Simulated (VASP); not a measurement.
Level of theory: PBE GGA with spin-orbit coupling, VASP's PBE PAW potentials (set 64) (plane waves; VASP).

Input for VASP

**KPOINTS**
```
Automatic
0
G
  6 6 6
```

### INCAR
```
! general
SYSTEM    =GaAs
PREC      =Accurate
ENCUT     =400
LREAL     =F
LASPH     =T

! electronic loop
EDIFF     =1E-6
NELM      =100
ALGO      =Normal
LMAXMIX   =4

! smearing
ISMEAR    =0
SIGMA     =0.05

! functional
GGA       =PE
GGA_COMPAT=F

! spin
MAGMOM    =6*0
LSORBIT   =T

! ions
ISIF      =2

! output
LWAVE     =F
LCHARG    =F
```

### POSCAR
```
GaAs
1
    0.0000000000     2.8250000000     2.8250000000
    2.8250000000     0.0000000000     2.8250000000
    2.8250000000     2.8250000000     0.0000000000
Ga As
1 1
Direct
  0.0000000000   0.0000000000   0.0000000000
  0.2500000000   0.2500000000   0.2500000000
```

POTCAR, in this order: Ga_d As (PBE.64 set). Program: vasp_ncl.

Output

**OSZICAR**
```
       N       E                     dE             d eps       ncg     rms          rms(c)
DAV:   1     0.105107853614E+03    0.10511E+03   -0.74645E+03  1174   0.168E+03
DAV:   2     0.371125878534E+01   -0.10140E+03   -0.97630E+02  1264   0.365E+02
DAV:   3    -0.805656524370E+01   -0.11768E+02   -0.11637E+02  1412   0.110E+02
DAV:   4    -0.839947392938E+01   -0.34291E+00   -0.34189E+00  1312   0.196E+01
DAV:   5    -0.840641928795E+01   -0.69454E-02   -0.69388E-02  1404   0.263E+00    0.293E+00
DAV:   6    -0.825865899734E+01    0.14776E+00   -0.22869E-01  1660   0.980E+00    0.170E+00
DAV:   7    -0.824010032461E+01    0.18559E-01   -0.11396E-01  1346   0.268E+00    0.601E-01
DAV:   8    -0.824123612744E+01   -0.11358E-02   -0.19006E-02  1364   0.242E+00    0.134E-01
DAV:   9    -0.824141521969E+01   -0.17909E-03   -0.25722E-03  1396   0.116E+00    0.755E-02
DAV:  10    -0.824148072629E+01   -0.65507E-04   -0.33632E-04  1352   0.185E-01    0.314E-02
DAV:  11    -0.824152976264E+01   -0.49036E-04   -0.69424E-05  1336   0.118E-01    0.129E-02
DAV:  12    -0.824154659579E+01   -0.16833E-04   -0.35306E-05  1224   0.518E-02    0.460E-03
DAV:  13    -0.824154666574E+01   -0.69953E-07   -0.85551E-07  1202   0.992E-03
   1 F= -.82415467E+01 E0= -.82415467E+01  d E =-.563535E-11  mag=    -0.0000    -0.0000    -0.0000
```

**OUTCAR**
```
------------------------ aborting loop because EDIFF is reached ----------------------------------------
  FORCE on cell =-STRESS in cart. coord.  units (eV):
  Direction    XX          YY          ZZ          XY          YZ          ZX
  --------------------------------------------------------------------------------------
  Total        0.9505409      0.9505409      0.9505409     -0.0000000     -0.0000000     -0.0000000
  in kB       33.7750542     33.7750542     33.7750542     -0.0000000     -0.0000000     -0.0000000
  external PRESSURE =      33.7750542 kB  Pullay stress =       0.0000000 kB
  volume of cell :       45.09
      direct lattice vectors                 reciprocal lattice vectors
     0.000000000  2.825000000  2.825000000    -0.176991150  0.176991150  0.176991150
     2.825000000  0.000000000  2.825000000     0.176991150 -0.176991150  0.176991150
     2.825000000  2.825000000  0.000000000     0.176991150  0.176991150 -0.176991150
  FREE ENERGIE OF THE ION-ELECTRON SYSTEM (eV)
  ---------------------------------------------------
  free  energy   TOTEN  =        -8.2415466657 eV

  energy  without entropy=       -8.2415466657  energy(sigma->0) =       -8.24154667

 Ion:    1  E_soc:     -0.0119180

 Ion:    2  E_soc:     -0.0237711
```
(Selected blocks of OUTCAR.)

The compound is GaAs in the zinc blende structure. The cell was not relaxed at this level.
